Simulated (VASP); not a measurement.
Consider the following.

```xyz
4
Lattice="-1.4898 1.4898 5.0438 1.4898 -1.4898 5.0438 1.4898 1.4898 -5.0438" Properties=species:S:1:pos:R:3 pbc="T T T"
Ru     0.0000     0.0000     7.5657
Ru     0.0000     1.4898     0.0000
S      0.0000     0.0000     1.6746
S      0.0000     1.4898     4.1965
```

The numbers are results of PBE GGA, VASP's PBE PAW potentials (set 64) (plane waves; VASP), not measurements. Settings: 300 eV cut-off, 7×7×7 Γ-centred mesh, Gaussian smearing of 0.10 eV, potentials Ru_pv S.

At this cut-off the stress carries a Pulay error, which pulls relaxed volumes low.

Problem. Which forces act on the atoms, in eV/Å?

Solution. 
| atom | Fx | Fy | Fz |
|---|---|---|---|
| Ru1 | 0.000 | 0.000 | -0.263 |
| Ru2 | 0.000 | 0.000 | -0.263 |
| S3 | 0.000 | 0.000 | 0.263 |
| S4 | 0.000 | 0.000 | 0.263 |

Problem. Give the stress tensor in GPa (positive for a compressed cell).

Solution. 
```
87.80   0.00   0.00
 0.00  87.80   0.00
 0.00   0.00  67.42
```
The pressure is its mean diagonal, 81.01 GPa.

The structure was generated: RuS was put into an ordered model structure, which need not be its known phase. The cell was not relaxed at this level. The k-mesh is coarse (spacing up to 0.43 per Å, 2π included), so the numbers may not be converged in it.
